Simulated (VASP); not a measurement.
# SiNi3: the relaxed cell at several levels of theory

How much does the relaxed cell of SiNi3 depend on the functional? The starting structure is a cell with measured lattice constants from the literature and the atomic positions of a computed structure of the Materials Project. The first relaxation on each setting starts from this cell expanded by 3 % in volume.

Calculated with VASP 6.6.1; Kohn-Sham DFT with plane waves and PAW; PBEsol, LDA, PBE, PBEsol + D3(BJ), r2SCAN, r2SCAN + rVV10, vdW-DF-cx and AM05.

## (1) The starting structure

It takes space group Pm-3m (No. 221, cubic). The conventional cell has a = 3.510 Å, b = 3.510 Å, c = 3.510 Å, α = 90.00°, β = 90.00°, γ = 90.00°. Ni has 8 Ni at 2.48 Å and 4 Si at 2.48 Å nearest. Si has 12 Ni at 2.48 Å nearest. Farther neighbours are not listed.

## (2) Relaxation with PBEsol

PBEsol restores the gradient expansion of exchange and is tuned for the cells of solids. This run starts from the cell of an earlier relaxation, which isn't shown; the restart sets up the plane waves anew.

The input, INCAR:

```
SYSTEM = SiNi3
PREC = Accurate
ENCUT = 450
EDIFF = 1E-06
NELM = 100
ISMEAR = 1
SIGMA = 0.15
LREAL = .FALSE.
ALGO = Normal
GGA = PS
NBANDS = 27
ISPIN = 2
MAGMOM = 1 1 1 0
LASPH = .TRUE.
LMAXMIX = 4
LORBIT = 11
LWAVE = .FALSE.
LCHARG = .FALSE.
KPAR = 8
IBRION = 2
NSW = 50
ISIF = 3
EDIFFG = -0.006
```

The input, POSCAR:

```
SiNi3
1.0
    3.4608473173      0.0000000000      0.0000000000
    0.0000000000      3.4608473173      0.0000000000
    0.0000000000      0.0000000000      3.4608473173
Ni Si
3 1
Direct
    0.5000000000      0.0000000000      0.5000000000
    0.5000000000      0.5000000000      0.0000000000
    0.0000000000      0.5000000000      0.5000000000
    0.0000000000      0.0000000000      0.0000000000
```

The input, KPOINTS:

```
Automatic mesh
0
Gamma
10 10 10
0 0 0
```

PAW data sets: Ni and Si (PBE family, release 64).

Started as:

```bash
mpirun -np 8 vasp_std
```

What it wrote:

```text
[banner, memory and clock lines left out]
running    8 mpi-ranks, on    1 nodes
 distrk:  each k-point on    1 cores,    8 groups
 distr:  one band on    1 cores,    1 groups

 POSCAR found type information on POSCAR NiSi
 POSCAR found :  2 types and       4 ions
|                                                                             |
|           W    W    AA    RRRRR   N    N  II  N    N   GGGG   !!!           |
|           W    W   A  A   R    R  NN   N  II  NN   N  G    G  !!!           |
|           W    W  A    A  R    R  N N  N  II  N N  N  G       !!!           |
|           W WW W  AAAAAA  RRRRR   N  N N  II  N  N N  G  GGG   !            |
|           WW  WW  A    A  R   R   N   NN  II  N   NN  G    G                |
|           W    W  A    A  R    R  N    N  II  N    N   GGGG   !!!           |
|                                                                             |
|     For optimal performance we recommend to set                             |
|       NCORE = 2 up to number-of-cores-per-socket                            |
|     NCORE specifies how many cores store one orbital (NPAR=cpu/NCORE).      |
|     This setting can greatly improve the performance of VASP for DFT.       |
|     The default, NCORE=1 might be grossly inefficient on modern             |
|     multi-core architectures or massively parallel machines. Do your        |
|     Unfortunately you need to use the default for GW and RPA                |
|     calculations (for HF NCORE is supported but not extensively tested      |
|     yet).                                                                   |
|                                                                             |

|                                                                             |
|               ----> ADVICE to this user running VASP <----                  |
|                                                                             |
|     You enforced a specific xc type in the INCAR file but a different       |
|     [... a line on the potential file left out ...]
|     I HOPE YOU KNOW WHAT YOU ARE DOING!                                     |
|                                                                             |

 LDA part: xc-table for (Slater+PW92), standard interpolation
 POSCAR, INCAR and KPOINTS ok, starting setup
 FFT: planning ... GRIDC
 FFT: planning ... GRID_SOFT
 FFT: planning ... GRID
 WAVECAR not read
 entering main loop
       N       E                     dE             d eps       ncg     rms          rms(c)
DAV:   1     0.191851988769E+03    0.19185E+03   -0.13466E+04  6176   0.150E+03
DAV:   2    -0.184999431404E+02   -0.21035E+03   -0.19609E+03  6060   0.300E+02
DAV:   3    -0.301216599108E+02   -0.11622E+02   -0.11073E+02  6658   0.891E+01
DAV:   4    -0.303259229552E+02   -0.20426E+00   -0.20383E+00  6882   0.113E+01
DAV:   5    -0.303317909161E+02   -0.58680E-02   -0.58674E-02  7146   0.174E+00    0.224E+01
DAV:   6    -0.301407101195E+02    0.19108E+00   -0.31762E+01  7112   0.103E+02    0.182E+01
DAV:   7    -0.263861069036E+02    0.37546E+01   -0.11370E+01  7228   0.571E+01    0.422E+00
DAV:   8    -0.263093589856E+02    0.76748E-01   -0.31445E-01  7425   0.470E+00    0.153E+00
DAV:   9    -0.262951270082E+02    0.14232E-01   -0.17441E-02  8650   0.158E+00    0.647E-01
DAV:  10    -0.262935529411E+02    0.15741E-02   -0.13186E-03  7195   0.360E-01    0.338E-01
DAV:  11    -0.262927379917E+02    0.81495E-03   -0.36877E-04  8029   0.319E-01    0.960E-02
DAV:  12    -0.262927935481E+02   -0.55556E-04   -0.13756E-04  8055   0.129E-01    0.429E-02
DAV:  13    -0.262927938381E+02   -0.28996E-06   -0.11894E-05  7375   0.422E-02    0.176E-02
DAV:  14    -0.262927909485E+02    0.28896E-05   -0.18572E-06  6219   0.146E-02    0.785E-03
DAV:  15    -0.262927906013E+02    0.34713E-06   -0.79095E-07  3435   0.109E-02
   1 F= -.26292791E+02 E0= -.26293260E+02  d E =-.262928E+02  mag=     0.0004
 curvature:   0.00 expect dE= 0.000E+00 dE for cont linesearch  0.000E+00
 trial: gam= 0.00000 g(F)=  0.000E+00 g(S)=  0.367E-06 ort = 0.000E+00 (trialstep = 0.100E+01)
 search vector abs. value=  0.367E-06
 reached required accuracy - stopping structural energy minimisation
```

The job ended after 6.2 s (8 MPI ranks of Intel Xeon 6975P-C (Granite Rapids), shared host; peak memory 1.5 GiB; 45 s of CPU time).

The logs omit lines about the potential files and the build; timing stands in the text.

From OUTCAR (step 2):

```text
ion  position               nearest neighbor table
   1  0.500  0.000  0.500-   2 2.45   3 2.45   4 2.45   2 2.45   4 2.45   2 2.45   3 2.45   2 2.45
                             3 2.45   4 2.45   4 2.45   3 2.45
   2  0.500  0.500  0.000-   1 2.45   3 2.45   4 2.45   1 2.45   3 2.45   1 2.45   4 2.45   1 2.45
                             3 2.45   4 2.45   3 2.45   4 2.45
   3  0.000  0.500  0.500-   1 2.45   2 2.45   4 2.45   2 2.45   4 2.45   1 2.45   4 2.45   4 2.45
                             1 2.45   2 2.45   2 2.45   1 2.45
   4  0.000  0.000  0.000-   1 2.45   2 2.45   3 2.45   1 2.45   3 2.45   2 2.45   3 2.45   3 2.45
                             1 2.45   2 2.45   1 2.45   2 2.45

  LATTYP: Found a simple cubic cell.
 ALAT       =     3.4608473173

 Subroutine GETGRP returns: Found 48 space group operations
 (whereof 48 operations were pure point group operations)

The static configuration has the point symmetry O_h .

 Found     56 irreducible k-points:

   k-points           NKPTS =     56   k-points in BZ     NKDIM =     56   number of bands    NBANDS=     27

   dimension x,y,z NGX =    24 NGY =   24 NGZ =   24
   dimension x,y,z NGXF=    48 NGYF=   48 NGZF=   48

   ENCUT  =  450.0 eV  33.07 Ry    5.75 a.u.   5.99  5.99  5.99*2*pi/ulx,y,z

   NELECT =      34.0000    total number of electrons

 k-points in reciprocal lattice and weights: Automatic mesh
   0.00000000  0.00000000  0.00000000       0.001
   0.10000000  0.00000000  0.00000000       0.006
   0.20000000  0.00000000  0.00000000       0.006
   0.30000000  0.00000000  0.00000000       0.006
   0.40000000  0.00000000  0.00000000       0.006
   0.50000000  0.00000000  0.00000000       0.003
   0.10000000  0.10000000  0.00000000       0.012
   0.20000000  0.10000000  0.00000000       0.024
   0.30000000  0.10000000  0.00000000       0.024
[...]
0.50000000  0.50000000  0.40000000       0.006
   0.50000000  0.50000000  0.50000000       0.001

 average (electrostatic) potential at core
       1 -80.0272       2 -80.0272       3 -80.0272       4 -78.2699

 E-fermi :  11.0810

 spin component 1
 k-point     1 :       0.0000    0.0000    0.0000
  band No.  band energies     occupation
    ...
     12      10.1687      1.00000
     13      10.1687      1.00000
     14      10.4576      1.00000
     15      10.4576      1.00000
     16      10.7966      1.01103
     17      11.1328      0.22588
     18      11.1328      0.22588
     19      11.1328      0.22588
     20      16.3087      0.00000
     21      17.6092      0.00000
    ...

 k-point     2 :       0.1000    0.0000    0.0000
  band No.  band energies     occupation
    ...
     12      10.2648      1.00000
     13      10.2648      1.00000
     14      10.4598      1.00000
     15      10.4677      1.00000
     16      10.7450      1.00341
     17      11.1330      0.22530
     18      11.3722     -0.00960
     19      11.3723     -0.00960
     20      16.5487      0.00000
     21      17.5773      0.00000
    ...

 k-point     3 :       0.2000    0.0000    0.0000
  band No.  band energies     occupation
    ...
     12      10.2014      1.00000
     13      10.2014      1.00000
     14      10.3343      1.00000
     15      10.4528      1.00000
     16      10.6039      1.00003
     17      11.1333      0.22361
     18      12.0749     -0.00000
     19      12.0749     -0.00000
     20      16.7105      0.00000
     21      17.4861      0.00000
    ...

 k-point     4 :       0.3000    0.0000    0.0000
  band No.  band energies     occupation
    ...
     12       9.9997      1.00000
     13       9.9997      1.00000
     14      10.0986      1.00000
     15      10.2982      1.00000
     16      10.5225      1.00000
     17      11.1338      0.22144
     18      13.0433     -0.00000
     19      13.0433     -0.00000
     20      16.6899      0.00000
     21      17.3557      0.00000
    ...

 k-point     5 :       0.4000    0.0000    0.0000
  band No.  band energies     occupation
    ...
     12       9.7953      1.00000
     13       9.7953      1.00000
     14       9.8541      1.00000
     15      10.0298      1.00000
     16      10.5241      1.00000
     17      11.1341      0.21996
     18      14.1277      0.00000
     19      14.1277      0.00000
     20      16.6200      0.00000
     21      17.2340      0.00000
    ...

 k-point     6 :       0.5000    0.0000    0.0000
  band No.  band energies     occupation
    ...
     12       9.7054      1.00000
     13       9.7054      1.00000
     14       9.7411      1.00000
     15       9.8909      1.00000
     16      10.5273      1.00000
     17      11.1343      0.21937
     18      14.8749      0.00000
     19      14.8749      0.00000
     20      16.4375      0.00000
     21      16.4375      0.00000
    ...

  Total        0.0031829      0.0031829      0.0031829     -0.0000000     -0.0000000      0.0000000
  in kB        0.1230224      0.1230224      0.1230224     -0.0000000     -0.0000000      0.0000000
  external PRESSURE =       0.1230224 kB  Pullay stress =       0.0000000 kB

  energy-cutoff  :      450.00
  volume of cell :       41.45
      direct lattice vectors                 reciprocal lattice vectors
     3.460847317  0.000000000  0.000000000     0.288946581  0.000000000  0.000000000
     0.000000000  3.460847317  0.000000000     0.000000000  0.288946581  0.000000000
     0.000000000  0.000000000  3.460847317     0.000000000  0.000000000  0.288946581

 POSITION                                       TOTAL-FORCE (eV/Angst)
 -----------------------------------------------------------------------------------
      1.73042      0.00000      1.73042         0.000000      0.000000      0.000000
      1.73042      1.73042      0.00000         0.000000      0.000000      0.000000
      0.00000      1.73042      1.73042         0.000000      0.000000      0.000000
      0.00000      0.00000      0.00000         0.000000      0.000000      0.000000
 -----------------------------------------------------------------------------------
    total drift:                                0.000000     -0.000000     -0.000000

  FREE ENERGIE OF THE ION-ELECTRON SYSTEM (eV)
  ---------------------------------------------------
  free  energy   TOTEN  =       -26.2927906013 eV

  energy  without entropy=      -26.2942001015  energy(sigma->0) =      -26.29326043

 reached required accuracy - stopping structural energy minimisation

 total charge
# of ion       s       p       d       tot
------------------------------------------
    1        0.507   0.617   8.434   9.559
    2        0.507   0.617   8.434   9.559
    3        0.507   0.617   8.434   9.559
    4        0.729   0.840   0.000   1.569
--------------------------------------------------
tot          2.250   2.692  25.303  30.245

 magnetization (x)
# of ion       s       p       d       tot
------------------------------------------
    1       -0.000  -0.000   0.000   0.000
    2       -0.000  -0.000   0.000   0.000
    3       -0.000  -0.000   0.000   0.000
    4       -0.000  -0.000   0.000  -0.000
--------------------------------------------------
tot         -0.000  -0.000   0.001   0.001

[... 6 further parts left out ...]
```

CONTCAR:

```
SiNi3
   1.00000000000000
     3.4608473172999998    0.0000000000000000    0.0000000000000000
     0.0000000000000000    3.4608473172999998    0.0000000000000000
     0.0000000000000000    0.0000000000000000    3.4608473172999998
  Ni              Si
     3     1
Direct
     0.5000000000000000    0.0000000000000000    0.5000000000000000
     0.5000000000000000    0.5000000000000000    0.0000000000000000
     0.0000000000000000    0.5000000000000000    0.5000000000000000
     0.0000000000000000    0.0000000000000000    0.0000000000000000
```

The moments of the start collapse, so the state is non-magnetic; other starts or orders were not tried. The PAW data sets were made with PBE, which is usual practice but a small mismatch for other functionals. The run keeps the 48 symmetry operations of its start, so it cannot find a distortion of lower symmetry.

With PBEsol the relaxed cell holds 10.363 Å³ an atom, -4.13 % against the measured cell, with a = 3.461 Å.

## (3) Relaxation with LDA

LDA, the lowest rung, knows the local density alone. This run starts from the cell of an earlier relaxation, which isn't shown; the restart sets up the plane waves anew.

INCAR, as its differences from that of step 2:

```diff
@@ -9,3 +9,3 @@
 ALGO = Normal
-GGA = PS
+GGA = CA
 NBANDS = 27
```

The input, POSCAR:

```
SiNi3
1.0
    3.4287942770      0.0000000000      0.0000000000
    0.0000000000      3.4287942770      0.0000000000
    0.0000000000      0.0000000000      3.4287942770
Ni Si
3 1
Direct
    0.5000000000      0.0000000000      0.5000000000
    0.5000000000      0.5000000000      0.0000000000
    0.0000000000      0.5000000000      0.5000000000
    0.0000000000      0.0000000000      0.0000000000
```

KPOINTS is that of step 2.

The projector-augmented-wave data sets are Ni and Si (LDA family, release 64).

Started as:

```bash
mpirun -np 8 vasp_std
```

What it wrote:

```text
[banner, memory and clock lines left out]
running    8 mpi-ranks, on    1 nodes
[...]
[... a notice as in an earlier step ...]

 LDA part: xc-table for (Slater(with rela. corr.)+CA(PZ))
 , standard interpolation
 POSCAR, INCAR and KPOINTS ok, starting setup
[...]
entering main loop
       N       E                     dE             d eps       ncg     rms          rms(c)
DAV:   1     0.190477831813E+03    0.19048E+03   -0.13421E+04  6208   0.151E+03
DAV:   2    -0.197903022406E+02   -0.21027E+03   -0.19645E+03  6066   0.301E+02
DAV:   3    -0.313525593236E+02   -0.11562E+02   -0.11071E+02  6709   0.897E+01
DAV:   4    -0.315660527476E+02   -0.21349E+00   -0.21298E+00  6829   0.117E+01
[...]
DAV:  11    -0.279241650521E+02    0.89212E-03   -0.30816E-04  7721   0.296E-01    0.869E-02
DAV:  12    -0.279241781315E+02   -0.13079E-04   -0.10780E-04  7584   0.954E-02    0.472E-02
DAV:  13    -0.279241772382E+02    0.89327E-06   -0.65835E-06  6961   0.353E-02
   1 F= -.27924177E+02 E0= -.27924558E+02  d E =-.279242E+02  mag=     0.0010
[...]
reached required accuracy - stopping structural energy minimisation
```

It took 4.4 s on 8 MPI ranks; peak memory 1.5 GiB; 30 s of CPU time.

Parts of OUTCAR (step 3):

```text
  Total       -0.0037536     -0.0037536     -0.0037536     -0.0000000      0.0000000     -0.0000000
  in kB       -0.1491874     -0.1491874     -0.1491874     -0.0000000      0.0000000     -0.0000000
  external PRESSURE =      -0.1491874 kB  Pullay stress =       0.0000000 kB

 POSITION                                       TOTAL-FORCE (eV/Angst)
 -----------------------------------------------------------------------------------
      1.71440      0.00000      1.71440         0.000000      0.000000      0.000000
      1.71440      1.71440      0.00000         0.000000      0.000000      0.000000
      0.00000      1.71440      1.71440         0.000000      0.000000      0.000000
      0.00000      0.00000      0.00000         0.000000      0.000000      0.000000
 -----------------------------------------------------------------------------------
    total drift:                                0.000000     -0.000000     -0.000000

  FREE ENERGIE OF THE ION-ELECTRON SYSTEM (eV)
  ---------------------------------------------------
  free  energy   TOTEN  =       -27.9241772382 eV

  energy  without entropy=      -27.9253191229  energy(sigma->0) =      -27.92455787

[... 3 parts as in an earlier step ...]

[... 2 further parts left out ...]
[key lines of the parts left out:]
E-fermi :  11.4469
```

With LDA the relaxed cell holds 10.078 Å³ an atom, -6.77 % against the measured cell, with a = 3.429 Å. That is -2.75 % from PBEsol.

(Part 1 of 3 ends here.)

[Lines on the potential files, build, host, timing and source positions are cut from VASP's logs without a mark.]

[Logs are printed without paths, hosts, clocks, repeated set-up lines and the standing remarks that a program may print on its own settings, such as how far it seeks lower states.]

[Hosts, paths, dates, database ids (printed as entryN), source tags and the programs' standing remarks are cut or masked in the printed files.]
